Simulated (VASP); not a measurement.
Consider the following.

```
AgCl
1.0
    0.00000     2.71983     2.71983
    2.71983     0.00000     2.71983
    2.71983     2.71983     0.00000
Ag Cl
1 1
Direct
  0.00000   0.00000   0.00000
  0.50000   0.50000   0.50000
```

Calculation: PBEsol GGA, VASP's PBE PAW potentials (set 64) (plane waves; VASP). Numerical set-up: 400 eV cut-off, 9×9×9 Γ-centred mesh, tetrahedra with Blöchl corrections, potentials Ag Cl.

**Question.** The job: AgCl (relaxed from the rock salt structure, space group Fm-3m), 2 atoms, PBEsol, static run, 400 eV, 9×9×9 Γ-centred mesh. Roughly how much core time does it take on a busy server core?

**Answer.** About 20 core-seconds (one run on a shared machine, a rough figure). It had 35 irreducible k-points, 13 bands, up to 751 plane waves and 12 electronic steps.

The structure was generated: AgCl was put into the rock salt type (Fm-3m), which need not be its known phase. It was relaxed first, which changed the volume by +6 %.
